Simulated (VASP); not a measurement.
These are PBEsol GGA, VASP's PBE PAW potentials (set 64) (plane waves; VASP 6.6.1) values and carry that method's errors.

A VASP calculation is set up with these files.

### KPOINTS
```
Regular mesh
0
Gamma
6 6 6
```

INCAR:
```
ALGO = Normal
EDIFF = 1E-6
ENCUT = 300
GGA = PS
ISIF = 2
ISMEAR = -1
ISPIN = 2
LASPH = .True.
LCHARG = .False.
LMAXMIX = 6
LORBIT = 11
LREAL = .False.
LWAVE = .False.
MAGMOM = 0.0 3.0
NELM = 100
PREC = Accurate
SIGMA = 0.05
SYSTEM = NdSb
```

### POSCAR
```
NdSb
1
    0.0000000000     3.1595000000     3.1595000000
    3.1595000000     0.0000000000     3.1595000000
    3.1595000000     3.1595000000     0.0000000000
Sb Nd
1 1
Direct
  0.5000000000   0.5000000000   0.5000000000
  0.0000000000   0.0000000000   0.0000000000
```

POTCAR, in this order: Sb Nd (PBE.64 set). Program: vasp_std.

Q: What will the output report for the number of irreducible k-points (NKPTS), largest plane-wave count, number of space-group operations, FFT grid (NGX, NGY, NGZ)?

A: 
The number of irreducible k-points (NKPTS) comes out as 16. The largest plane-wave count is 754. The number of space-group operations is 48 and the FFT grid (NGX, NGY, NGZ) is 28 × 28 × 28.

The structure comes from a measured NdSb entry (Fm-3m) of the Crystallography Open Database, whose conditions weren't checked. The cell was not relaxed at this level.
